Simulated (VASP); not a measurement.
A convergence study with VASP on TiC (rock salt): one setting is varied, all else stays as given below, so the limit is that of these other settings.

```
CELL_PARAMETERS angstrom
      0.00000     2.16500     2.16500
      2.16500     0.00000     2.16500
      2.16500     2.16500     0.00000
ATOMIC_POSITIONS crystal
  Ti 0.00000 0.00000 0.00000
  C  0.50000 0.50000 0.50000
```

The numbers are results of PBE GGA, VASP's PBE PAW potentials (set 64) (plane waves; VASP), not measurements. The tightest run used: 700 eV cut-off, 24×24×24 Γ-centred mesh, tetrahedra with Blöchl corrections, potentials Ti_sv C.

### Question
The settings run are 3×3×3 mesh; 4×4×4 mesh; 5×5×5 mesh; 6×6×6 mesh; 7×7×7 mesh; 8×8×8 mesh; 9×9×9 mesh; 10×10×10 mesh; 11×11×11 mesh; 12×12×12 mesh; 13×13×13 mesh; 14×14×14 mesh; 15×15×15 mesh; 16×16×16 mesh; 17×17×17 mesh; 18×18×18 mesh; 19×19×19 mesh; 20×20×20 mesh; 21×21×21 mesh; 22×22×22 mesh; 23×23×23 mesh; 24×24×24 mesh. From which on does the stress (every component) stay within 0.2 GPa of the tightest run?

### Answer
From 6×6×6 mesh on: it is off by 0.12 there and by no more than 0.2 in any finer run, while 5×5×5 mesh is off by 0.51.
```json
[
 {"setting": "3×3×3 mesh", "E (eV/atom)": "-9.1737", "pressure (GPa)": "1.05", "irreducible k-points": "4", "difference judged (GPa)": "0.47"},
 {"setting": "4×4×4 mesh", "E (eV/atom)": "-9.2895", "pressure (GPa)": "0.52", "irreducible k-points": "8", "difference judged (GPa)": "0.05"},
 {"setting": "5×5×5 mesh", "E (eV/atom)": "-9.3270", "pressure (GPa)": "1.08", "irreducible k-points": "10", "difference judged (GPa)": "0.51"},
 {"setting": "6×6×6 mesh", "E (eV/atom)": "-9.3437", "pressure (GPa)": "0.69", "irreducible k-points": "16", "difference judged (GPa)": "0.12"},
 {"setting": "7×7×7 mesh", "E (eV/atom)": "-9.3497", "pressure (GPa)": "0.57", "irreducible k-points": "20", "difference judged (GPa)": "0.00"},
 {"setting": "8×8×8 mesh", "E (eV/atom)": "-9.3523", "pressure (GPa)": "0.53", "irreducible k-points": "29", "difference judged (GPa)": "0.04"},
 {"setting": "9×9×9 mesh", "E (eV/atom)": "-9.3537", "pressure (GPa)": "0.53", "irreducible k-points": "35", "difference judged (GPa)": "0.05"},
 {"setting": "10×10×10 mesh", "E (eV/atom)": "-9.3552", "pressure (GPa)": "0.58", "irreducible k-points": "47", "difference judged (GPa)": "0.01"},
 {"setting": "11×11×11 mesh", "E (eV/atom)": "-9.3558", "pressure (GPa)": "0.57", "irreducible k-points": "56", "difference judged (GPa)": "0.00"},
 {"setting": "12×12×12 mesh", "E (eV/atom)": "-9.3562", "pressure (GPa)": "0.57", "irreducible k-points": "72", "difference judged (GPa)": "0.00"},
 {"setting": "13×13×13 mesh", "E (eV/atom)": "-9.3563", "pressure (GPa)": "0.56", "irreducible k-points": "84", "difference judged (GPa)": "0.01"},
 {"setting": "14×14×14 mesh", "E (eV/atom)": "-9.3563", "pressure (GPa)": "0.57", "irreducible k-points": "104", "difference judged (GPa)": "0.00"},
 {"setting": "15×15×15 mesh", "E (eV/atom)": "-9.3562", "pressure (GPa)": "0.58", "irreducible k-points": "120", "difference judged (GPa)": "0.00"},
 {"setting": "16×16×16 mesh", "E (eV/atom)": "-9.3562", "pressure (GPa)": "0.58", "irreducible k-points": "145", "difference judged (GPa)": "0.00"},
 {"setting": "17×17×17 mesh", "E (eV/atom)": "-9.3562", "pressure (GPa)": "0.57", "irreducible k-points": "165", "difference judged (GPa)": "0.00"},
 {"setting": "18×18×18 mesh", "E (eV/atom)": "-9.3563", "pressure (GPa)": "0.57", "irreducible k-points": "195", "difference judged (GPa)": "0.00"},
 {"setting": "19×19×19 mesh", "E (eV/atom)": "-9.3563", "pressure (GPa)": "0.57", "irreducible k-points": "220", "difference judged (GPa)": "0.00"},
 {"setting": "20×20×20 mesh", "E (eV/atom)": "-9.3563", "pressure (GPa)": "0.57", "irreducible k-points": "256", "difference judged (GPa)": "0.00"},
 {"setting": "21×21×21 mesh", "E (eV/atom)": "-9.3564", "pressure (GPa)": "0.57", "irreducible k-points": "286", "difference judged (GPa)": "0.00"},
 {"setting": "22×22×22 mesh", "E (eV/atom)": "-9.3564", "pressure (GPa)": "0.57", "irreducible k-points": "328", "difference judged (GPa)": "0.00"},
 {"setting": "23×23×23 mesh", "E (eV/atom)": "-9.3564", "pressure (GPa)": "0.57", "irreducible k-points": "364", "difference judged (GPa)": "0.00"},
 {"setting": "24×24×24 mesh", "E (eV/atom)": "-9.3564", "pressure (GPa)": "0.57", "irreducible k-points": "413", "difference judged (GPa)": "0.00"}
]
```

Left out are rungs that failed or repeat a setting and relaxations that didn't move; long series are thinned to 24 rows.

The compound is TiC in the rock salt structure. The cell was not relaxed at this level.
